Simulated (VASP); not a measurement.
VASP input:

**INCAR**
```
LCHARG=.FALSE.
ALGO=Normal
EDIFF=1E-6   # SCF stop (eV)
SIGMA=0.1   # width (eV)
SYSTEM=NaF
ISMEAR=-1
LREAL=.FALSE.
NELM=100
ISIF=2
ENCUT=400   # plane-wave cut-off (eV)
GGA=PE
LASPH=.TRUE.   # aspherical one-centre terms
LWAVE=.FALSE.
PREC=Accurate
```

POSCAR:
```
NaF
1
    3.1734960000     0.0000000000     0.0000000000
   -1.5867480000     2.7483280000     0.0000000000
    0.0000000000     0.0000000000     3.0971750000
Na F
1 1
Direct
  0.0106540000   0.0052820000   0.0011660000
  0.6560130000   0.3280510000   0.4988340000
```

### KPOINTS
```
Automatic mesh
0
Gamma
6 6 6
0 0 0
```

POTCAR, in this order: Na_pv F (PBE.64 set). Program: vasp_std.

Q: Translate this PBE calculation to Quantum ESPRESSO's pw.x.

A: One equivalent input (not run):
```
&CONTROL
  calculation = 'scf'
  pseudo_dir = './pseudo'
  outdir = './out'
  tprnfor = .true.
  tstress = .true.
/
&SYSTEM
  ibrav = 0
  nat = 2
  ntyp = 2
  ecutwfc = 88
  occupations = 'smearing'
  smearing = 'fermi-dirac'
  degauss = 0.00735
  input_dft = 'pbe'
/
&ELECTRONS
  conv_thr = 7.3e-08
  electron_maxstep = 100
/
ATOMIC_SPECIES
  Na 22.990 Na.upf
  F 18.998 F.upf
CELL_PARAMETERS angstrom
     3.1734960    0.0000000    0.0000000
    -1.5867480    2.7483280    0.0000000
     0.0000000    0.0000000    3.0971750
ATOMIC_POSITIONS crystal
  Na   0.0106540  0.0052820  0.0011660
  F    0.6560130  0.3280510  0.4988340
K_POINTS automatic
  6 6 6 0 0 0
```
What does not carry over: the potentials are each code's own (VASP's PAW set, PseudoDojo norm-conserving files in pw.x), so ENCUT and ecutwfc are chosen apart and not converted; conv_thr bounds pw.x's estimated SCF error, while EDIFF bounds the energy change between steps.

The structure was generated: NaF was put into an ordered model structure, which need not be its known phase. The cell was not relaxed at this level.
